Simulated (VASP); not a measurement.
# OsI (Pm-3m) in VASP: single point with PBE

Aim: the single point of OsI with PBE.

All numbers are computed with VASP 6.6.1; they aren't measurements. Logs are shortened: lines on timing, memory, paths and dates and some standing lists are left out, and cuts for length are marked.

## Step 1: The cell of the first run

The structure is cubic, space group Pm-3m (No. 221). Conventional cell: a = 3.840 Å, b = 3.840 Å, c = 3.840 Å, α = 90.00°, β = 90.00°, γ = 90.00°. Around Os (site symmetry m-3m) lie 8 I at 3.33 Å. Around I (site symmetry m-3m) lie 8 Os at 3.33 Å.

The cell was built by a generator and needn't be a form met in nature.

## Step 2: Single point, PBE, collinear spin, typed start (species swapped into the NdTl type (Pm-3m, No. 221))

File INCAR:

```
PREC = Accurate ; ENCUT = 520
EDIFF = 1E-6 ; ISMEAR = 0
SIGMA = 0.1 ; LREAL = False
LASPH = True ; NELM = 150
ALGO = Normal ; ISIF = 2
LWAVE = False ; LCHARG = False
ISPIN = 2 ; MAGMOM = 1 0
LORBIT = 11 ; LMAXMIX = 4
GGA = PE ; NBANDS = 18
```

File KPOINTS:

```
regular mesh
0
Gamma
  4 4 4
```

File POSCAR:

```
OsI
1.0
    3.8404660000      0.0000000000      0.0000000000
    0.0000000000      3.8404660000      0.0000000000
    0.0000000000      0.0000000000      3.8404660000
Os I
1 1
Direct
    0.5000000000      0.5000000000      0.5000000000
    0.0000000000      0.0000000000      0.0000000000
```

Potentials or basis: VASP PAW PBE potentials, release 64 (Os, I).

The run is started by

```
> cat potpaw_PBE.64/Os/POTCAR potpaw_PBE.64/I/POTCAR > POTCAR
> mpirun -np 1 vasp_std > vasp.out
```

OUTCAR:

```text
PREC = Accurate
   ENCUT = 520
   EDIFF = 1E-6
   ISMEAR = 0
   LREAL = False
   LASPH = True
   NELM = 150
   ISIF = 2
   ISPIN = 2
   LORBIT = 11
   GGA = PE

 ion  position               nearest neighbor table
   1  0.500  0.500  0.500-   2 3.33   2 3.33   2 3.33   2 3.33   2 3.33   2 3.33   2 3.33   2 3.33

   2  0.000  0.000  0.000-   1 3.33   1 3.33   1 3.33   1 3.33   1 3.33   1 3.33   1 3.33   1 3.33

  LATTYP: Found a simple cubic cell.
 ALAT       =     3.8404660000

  Lattice vectors:

 A1 = (   3.8404660000,   0.0000000000,   0.0000000000)
 A2 = (   0.0000000000,   3.8404660000,   0.0000000000)
 A3 = (   0.0000000000,   0.0000000000,   3.8404660000)

Analysis of symmetry for initial positions (statically):
=====================================================================
 Subroutine PRICEL returns:
 Original cell was already a primitive cell.

 Routine SETGRP: Setting up the symmetry group for a
 simple cubic supercell.

 Subroutine GETGRP returns: Found 48 space group operations
 (whereof 48 operations were pure point group operations)
 out of a pool of 48 trial point group operations.

The static configuration has the point symmetry O_h .

Analysis of symmetry for dynamics (positions and initial velocities):
=====================================================================
 Subroutine PRICEL returns:
 Original cell was already a primitive cell.

 Routine SETGRP: Setting up the symmetry group for a
 simple cubic supercell.

 Subroutine GETGRP returns: Found 48 space group operations
 (whereof 48 operations were pure point group operations)
 out of a pool of 48 trial point group operations.

The dynamic configuration has the point symmetry O_h .

Analysis of structural, dynamic, and magnetic symmetry:
=====================================================================
 Subroutine PRICEL returns:
 Original cell was already a primitive cell.

 Routine SETGRP: Setting up the symmetry group for a
 simple cubic supercell.

 Subroutine GETGRP returns: Found 48 space group operations
 (whereof 48 operations were pure point group operations)
 out of a pool of 48 trial point group operations.

The overall configuration has the point symmetry O_h .

 Subroutine INISYM returns: Found 48 space group operations
 (whereof 48 operations are pure point group operations),
 and found     1 'primitive' translations

----------------------------------------------------------------------------------------

                                     Primitive cell

  volume of cell :      56.6437

  direct lattice vectors                    reciprocal lattice vectors
     3.840466000  0.000000000  0.000000000     0.260385068  0.000000000  0.000000000
     0.000000000  3.840466000  0.000000000     0.000000000  0.260385068  0.000000000
     0.000000000  0.000000000  3.840466000     0.000000000  0.000000000  0.260385068

  length of vectors
     3.840466000  3.840466000  3.840466000     0.260385068  0.260385068  0.260385068

  position of ions in fractional coordinates (direct lattice)
     0.500000000  0.500000000  0.500000000
     0.000000000  0.000000000  0.000000000

  ion indices of the primitive-cell ions
   primitive index   ion index
                 1           1
                 2           2

----------------------------------------------------------------------------------------

 KPOINTS: regular mesh

Automatic generation of k-mesh.
 Grid dimensions read from file:
 generate k-points for:    4    4    4

 Generating k-lattice:

  Cartesian coordinates                     Fractional coordinates (reciprocal lattice)
     0.065096267  0.000000000  0.000000000     0.250000000  0.000000000  0.000000000
     0.000000000  0.065096267  0.000000000     0.000000000  0.250000000  0.000000000
     0.000000000  0.000000000  0.065096267     0.000000000  0.000000000  0.250000000

  Length of vectors
     0.065096267  0.065096267  0.065096267

  Shift w.r.t. Gamma in fractional coordinates (k-lattice)
     0.000000000  0.000000000  0.000000000

 Subroutine IBZKPT returns following result:
 ===========================================

 Found     10 irreducible k-points:

 Following reciprocal coordinates:
            Coordinates               Weight
  0.000000  0.000000  0.000000      1.000000
  0.250000  0.000000  0.000000      6.000000
  0.500000  0.000000  0.000000      3.000000
  0.250000  0.250000  0.000000     12.000000
  0.500000  0.250000  0.000000     12.000000
  0.500000  0.500000  0.000000      3.000000
  0.250000  0.250000  0.250000      8.000000
  0.500000  0.250000  0.250000     12.000000
  0.500000  0.500000  0.250000      6.000000
  0.500000  0.500000  0.500000      1.000000
   k-points           NKPTS =     10   k-points in BZ     NKDIM =     10   number of bands    NBANDS=     18
   number of dos      NEDOS =    301   number of ions     NIONS =      2
   total plane-waves  NPLWV =  27000
   dimension x,y,z NGX =    30 NGY =   30 NGZ =   30
   dimension x,y,z NGXF=    60 NGYF=   60 NGZF=   60
   ions per type =               1   1
   NGX,Y,Z   is equivalent  to a cutoff of  12.99, 12.99, 12.99 a.u.
   NGXF,Y,Z  is equivalent  to a cutoff of  25.97, 25.97, 25.97 a.u.
 SYSTEM =  unknown system
   PREC   = accura    normal or accurate (medium, high low for compatibility)
   ISTART =      0    job   : 0-new  1-cont  2-samecut
   ICHARG =      2    charge: 1-file 2-atom 10-const
   ISPIN  =      2    spin polarized calculation?
   LNONCOLLINEAR =      F non collinear calculations
   LSORBIT =      F    spin-orbit coupling
   LASPH  =      T    aspherical Exc in radial PAW
   ENCUT  =  520.0 eV  38.22 Ry    6.18 a.u.   7.14  7.14  7.14*2*pi/ulx,y,z
   NELM   =    150;   NELMIN=  2; NELMDL= -5     # of ELM steps
   EDIFF  = 0.1E-05   stopping-criterion for ELM
   LREAL  =      F    real-space projection
   EDIFFG = 0.1E-04   stopping-criterion for IOM
   NSW    =      0    number of steps for IOM
   IBRION =     -1    ionic relax: 0-MD 1-quasi-New 2-CG
   NFREE  =      0    steps in history (QN), initial steepest desc. (CG)
   ISIF   =      2    stress and relaxation
   ISYM   =      2    0-nonsym 1-usesym 2-fastsym
   POTIM  = 0.5000    time-step for ionic-motion
   TEBEG  =    0.0;   TEEND  =   0.0 temperature during run
   PSTRESS=    0.0 pullay stress
   NELECT =      15.0000    total number of electrons
   NUPDOWN=      -1.0000    fix difference up-down
   EMIN   =  10.00;   EMAX   =-10.00  energy-range for DOS
   EFERMI =   0.00;   METHOD = LEGACY
   ISMEAR =     0;   SIGMA  =   0.10  broadening in eV -4-tet -1-fermi 0-gaus
   EFERMI_NEDOS =   21; number of points for ismear=-14 and -15
   IALGO  =     38    algorithm
   IMIX   =      4    mixing-type and parameters
     AMIX     =   0.40;   BMIX     =  1.00
     AMIX_MAG =   1.60;   BMIX_MAG =  1.00
  volume/ion in A,a.u.               =      28.32       191.13
  Fermi-wavevector in a.u.,A,eV,Ry     =   1.051287  1.986645 15.037220  1.105205
  Thomas-Fermi vector in A             =   2.186324
   LORBIT       =     11    0 simple, 1 ext, 2 COOP (PROOUT), +10 PAW based schemes
   GGA     = PE    functional components
   LHFCALC =     F    Hartree Fock is set to
   AEXX    =    0.0000 exact exchange contribution
   IVDW    =     0    specifies the selected vdW correction
   LEPSILON=     F    determine dielectric tensor
   LRPA    =     F    only Hartree local field effects (RPA)
 spin polarized calculation
 Gauss-broadening in eV      SIGMA  =   0.10
  energy-cutoff  :      520.00
  volume of cell :       56.64
 maximum number of plane-waves:      1568
 NGX is ok and might be reduce to    30
   NGX = 15   NGY = 15   NGZ = 15

 number of electron      14.9999998 magnetization       0.6398252

 Free energy of the ion-electron system (eV)
  ---------------------------------------------------
  ext. energy  EPLUGINS =         0.00000000
  ---------------------------------------------------
  free energy    TOTEN  =        -7.58462852 eV

  energy without entropy =       -7.57472838  energy(sigma->0) =       -7.57967845

 E-fermi :   5.2622     XC(G=0): -10.1771

 val. band max:        5.1554546178   @ k =   0.5000   0.5000   0.5000
 cond. band min:       5.3403702210   @ k =   0.2500   0.0000   0.0000
 fundamental gap:      0.1849156031
 Fermi energy:         5.2621983340

 spin component 1

 k-point     1 :       0.0000    0.0000    0.0000
  band No.  band energies     occupation
      1      -9.0826      1.00000
      2       2.7452      1.00000
      3       2.7452      1.00000
      4       2.7452      1.00000
      5       3.1939      1.00000
      6       3.1940      1.00000
[... 10 lines left out ...]
     17      17.9187      0.00000
     18      17.9188      0.00000
[... 169 lines left out ...]
 k-point    10 :       0.5000    0.5000    0.5000
  band No.  band energies     occupation
      1      -7.7466      1.00000
      2       0.2058      1.00000
      3       0.2058      1.00000
      4       0.2058      1.00000
      5       5.1554      0.93451
      6       5.1555      0.93443
[... 10 lines left out ...]
     17      20.3813      0.00000
     18      20.3813      0.00000
 Fermi energy:         5.2621983340

 spin component 2

 k-point     1 :       0.0000    0.0000    0.0000
  band No.  band energies     occupation
      1      -9.0993      1.00000
      2       2.7210      1.00000
      3       2.7210      1.00000
      4       2.7210      1.00000
      5       3.7125      1.00000
      6       3.7125      1.00000
[... 10 lines left out ...]
     17      17.9067      0.00000
     18      17.9073      0.00000
[... 169 lines left out ...]
 k-point    10 :       0.5000    0.5000    0.5000
  band No.  band energies     occupation
      1      -7.7645      1.00000
      2       0.2270      1.00000
      3       0.2270      1.00000
      4       0.2270      1.00000
      5       5.8676      0.00000
      6       5.8676      0.00000
[... 10 lines left out ...]
     17      20.3526      0.00000
     18      20.3526      0.00000

------------------------ aborting loop because EDIFF is reached ----------------------------------------

  FORCE on cell =-STRESS in cart. coord.  units (eV):
  Direction    XX          YY          ZZ          XY          YZ          ZX
  --------------------------------------------------------------------------------------
  -------------------------------------------------------------------------------------
  Total       -6.6415776     -6.6415776     -6.6415776     -0.0000000      0.0000000      0.0000000
  in kB     -187.8581570   -187.8581570   -187.8581570     -0.0000000      0.0000000      0.0000000
  external PRESSURE =    -187.8581570 kB  Pullay stress =       0.0000000 kB

 VOLUME and BASIS-vectors are now :
 -----------------------------------------------------------------------------
  energy-cutoff  :      520.00
  volume of cell :       56.64
      direct lattice vectors                 reciprocal lattice vectors
     3.840466000  0.000000000  0.000000000     0.260385068  0.000000000  0.000000000
     0.000000000  3.840466000  0.000000000     0.000000000  0.260385068  0.000000000
     0.000000000  0.000000000  3.840466000     0.000000000  0.000000000  0.260385068

 POSITION                                       TOTAL-FORCE (eV/Angst)
 -----------------------------------------------------------------------------------
      1.92023      1.92023      1.92023         0.000000      0.000000      0.000000
      0.00000      0.00000      0.00000         0.000000      0.000000      0.000000
 -----------------------------------------------------------------------------------
    total drift:                                0.000000      0.000000      0.000000

  FREE ENERGIE OF THE ION-ELECTRON SYSTEM (eV)
  ---------------------------------------------------
  free  energy   TOTEN  =        -7.5846285235 eV

  energy  without entropy=       -7.5747283786  energy(sigma->0) =       -7.57967845

 total charge

# of ion       s       p       d       tot
------------------------------------------
    1        0.350   0.141   5.896   6.387
    2        1.562   2.445   0.064   4.071
--------------------------------------------------
tot          1.912   2.586   5.960  10.458

 magnetization (x)

# of ion       s       p       d       tot
------------------------------------------
    1       -0.003  -0.002   0.683   0.677
    2       -0.001  -0.008  -0.004  -0.014
--------------------------------------------------
tot         -0.004  -0.011   0.679   0.664
```

Wall time 30 s (1 thread of AMD EPYC 7R43 (Zen 3), shared host); peak memory 0.15 GiB.

What came out:

- Free energy: -7.5846 eV
- Pressure: -18.8 GPa
- Band gap on the k mesh: none (metal or under the smearing width)
- Net moment: 0.64 μB per cell
- Site moments: Os +0.68; I -0.01 μB
- Valence electrons inside the program's atomic spheres: Os 6.39; I 4.07

Levels at points of the mesh, in eV from the Fermi level:
Spin up:
```
           k point  band 5  band 6  band 7  band 8  band 9  band 10  band 11  band 12
(0.00, 0.00, 0.00)   -2.07   -2.07   -1.58   -0.54   -0.54    -0.54     6.44     6.44
(0.50, 0.00, 0.00)   -1.78   -0.46   -0.27    0.77    0.77     2.79     2.89     5.39
(0.50, 0.50, 0.00)   -1.64   -1.05   -1.05   -0.96   -0.14     0.42     6.57     6.57
(0.50, 0.50, 0.50)   -0.11   -0.11    0.94    0.94    0.94     1.61     1.83     1.83
```
Spin down:
| k point | band 3 | band 4 | band 5 | band 6 | band 7 | band 8 | band 9 | band 10 | band 11 | band 12 |
| --- | --- | --- | --- | --- | --- | --- | --- | --- | --- | --- |
| (0.00, 0.00, 0.00) | -2.54 | -2.54 | -1.55 | -1.55 | -1.42 | -0.26 | -0.26 | -0.26 | 6.55 | 6.55 |
| (0.50, 0.00, 0.00) | -2.97 | -2.97 | -1.21 | -0.18 | 0.40 | 0.97 | 0.97 | 2.82 | 3.07 | 5.35 |
| (0.50, 0.50, 0.00) | -4.93 | -2.18 | -1.67 | -0.80 | -0.80 | -0.71 | 0.57 | 0.92 | 6.65 | 6.65 |
| (0.50, 0.50, 0.50) | -5.04 | -5.04 | 0.61 | 0.61 | 1.18 | 1.18 | 1.18 | 1.87 | 1.87 | 1.87 |

Caveat: the k mesh is coarse (spacing up to 0.41 Å⁻¹), so the values aren't converged; so large a pressure means that the cell lies far from this level's equilibrium, or that cutoff or potentials fall short.
